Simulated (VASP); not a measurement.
These are r2SCAN meta-GGA, VASP's PBE PAW potentials (set 64) (plane waves; VASP 6.6.1) values and carry that method's errors.

Input for VASP

**KPOINTS**
```
Automatic mesh
0
G
 5 5 1
0 0 0
```

### INCAR
```
! general
SYSTEM   =  SrCl2(111) slab
PREC     =  Normal
ENCUT    =  400   ! plane-wave cut-off (eV)
LREAL    =  .False.   ! projection in real space or not
LASPH    =  .True.   ! aspherical one-centre terms

! electronic loop
EDIFF    =  1E-6   ! SCF stop (eV)
NELM     =  100   ! most electronic steps
NELMIN   =  4
ALGO     =  Normal   ! blocked Davidson
LMAXMIX  =  4   ! l cut-off of mixed one-centre charges
LMIXTAU  =  .True.

! smearing
ISMEAR   =  0   ! Gaussian
SIGMA    =  0.05   ! width (eV)

! functional
METAGGA  =  R2SCAN

! output
LWAVE    =  .False.
LCHARG   =  .False.
LORBIT   =  11   ! lm-projected
LVHAR    =  .True.

! other
LDIPOL   =  .True.
IDIPOL   =  3
DIPOL    =  0.5 0.5 0.5
```

POSCAR:
```
SrCl2(111) slab
1
    4.9465105223     0.0000000000     0.0000000000
   -2.4732557623     4.2838044609     0.0000000000
    0.0000000000     0.0000000000    27.1495713887
Cl Sr
6 3
Direct
  0.6666670000   0.3333330000   0.3119427022
  0.3333330000   0.6666670000   0.4629604409
  0.0000000000   0.0000000000   0.3892365968
  0.0000000000   0.0000000000   0.6107634032
  0.6666670000   0.3333330000   0.5370395591
  0.3333330000   0.6666670000   0.6880572978
  0.3333330000   0.6666670000   0.3524475510
  0.0000000000   0.0000000000   0.5000000000
  0.6666670000   0.3333330000   0.6475524490
```

POTCAR, in this order: Cl Sr_sv (PBE.64 set). Program: vasp_std. Read from the step before: WAVECAR.

Output

File OSZICAR:
```
       N       E                     dE             d eps       ncg     rms          rms(c)
DAV:   1    -0.106461480913E+03   -0.10646E+03   -0.30574E-05   437   0.436E-02    0.877E-03
DAV:   2    -0.106461481325E+03   -0.41193E-06   -0.11152E-05   500   0.165E-02    0.621E-03
DAV:   3    -0.106461480346E+03    0.97834E-06   -0.11695E-06   296   0.785E-03    0.416E-03
DAV:   4    -0.106461476724E+03    0.36224E-05   -0.31555E-06   340   0.139E-02    0.138E-03
DAV:   5    -0.106461479037E+03   -0.23132E-05   -0.22999E-06   300   0.929E-03    0.183E-03
DAV:   6    -0.106461479250E+03   -0.21287E-06   -0.51056E-07   276   0.523E-03
   1 F= -.10646148E+03 E0= -.10646148E+03  d E =-.937790E-19
```

### OUTCAR
```
------------------------ aborting loop because EDIFF is reached ----------------------------------------
  FORCE on cell =-STRESS in cart. coord.  units (eV):
  Direction    XX          YY          ZZ          XY          YZ          ZX
  --------------------------------------------------------------------------------------
  Total       -2.7746985     -2.7746994      0.1242301      0.0000003      0.0000000     -0.0000000
  in kB       -7.7274256     -7.7274281      0.3459758      0.0000009      0.0000000     -0.0000000
  external PRESSURE =      -5.0362926 kB  Pullay stress =       0.0000000 kB
  volume of cell :      575.30
      direct lattice vectors                 reciprocal lattice vectors
     4.946510522  0.000000000  0.000000000     0.202162716  0.116718703  0.000000000
    -2.473255762  4.283804461  0.000000000     0.000000000  0.233437359  0.000000000
     0.000000000  0.000000000 27.149571389     0.000000000  0.000000000  0.036832994
 POSITION                                       TOTAL-FORCE (eV/Angst)
 -----------------------------------------------------------------------------------
      2.47326      1.42793      8.46911        -0.000000      0.000000     -0.018499
     -0.00000      2.85587     12.56918         0.000000     -0.000000     -0.004272
      0.00000      0.00000     10.56761        -0.000000      0.000000     -0.019059
      0.00000      0.00000     16.58196        -0.000000     -0.000000      0.019059
      2.47326      1.42793     14.58039        -0.000000      0.000000      0.004272
     -0.00000      2.85587     18.68046         0.000000     -0.000000      0.018499
     -0.00000      2.85587      9.56880        -0.000000      0.000000     -0.002187
      0.00000      0.00000     13.57479        -0.000000      0.000000      0.000000
      2.47326      1.42793     17.58077        -0.000000      0.000000      0.002187
 -----------------------------------------------------------------------------------
    total drift:                                0.000000      0.000000      0.000000
  FREE ENERGIE OF THE ION-ELECTRON SYSTEM (eV)
  ---------------------------------------------------
  free  energy   TOTEN  =      -106.4614792500 eV

  energy  without entropy=     -106.4614792500  energy(sigma->0) =     -106.46147925

 total charge

# of ion       s       p       d       tot
------------------------------------------
    1        1.596   3.587   0.000   5.183
    2        1.599   3.614   0.000   5.214
    3        1.599   3.614   0.000   5.213
    4        1.599   3.614   0.000   5.213
    5        1.599   3.614   0.000   5.214
    6        1.596   3.587   0.000   5.183
    7        1.994   5.851   0.126   7.971
    8        1.995   5.857   0.138   7.990
    9        1.994   5.851   0.126   7.971
--------------------------------------------------
tot         15.571  39.189   0.390  55.150
```
(Selected blocks of OUTCAR.)

The cell is a thin slab with vacuum, built from SrCl2 (fluorite): (111) face.
